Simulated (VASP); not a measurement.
Consider the following.

```xyz
2
Lattice="0.0000 2.2005 2.2005 2.2005 0.0000 2.2005 2.2005 2.2005 0.0000" Properties=species:S:1:pos:R:3 pbc="T T T"
Al     0.0000     0.0000     0.0000
N      1.1003     1.1003     1.1003
```

Level of theory: PBE GGA, VASP's PBE PAW potentials (set 64) (plane waves; VASP). Settings: 520 eV cut-off, 12×12×12 Γ-centred mesh, tetrahedra with Blöchl corrections, potentials Al N.

### Question
Estimate the energy per atom (σ→0), band gap (on the k-mesh) with the smallest direct gap where there is one.

### Answer

| Item | Result |
|---|---|
| band gap (on the k-mesh) | 3.31 eV |
| smallest direct gap (on the k-mesh) | 4.00 eV |
| energy per atom (σ→0) | -7.424 eV/atom |

The absolute energy has meaning only against runs of the same code, potentials and settings.

The compound is AlN in the zinc blende structure, a metastable form; wurtzite is the usual one. It was relaxed first.
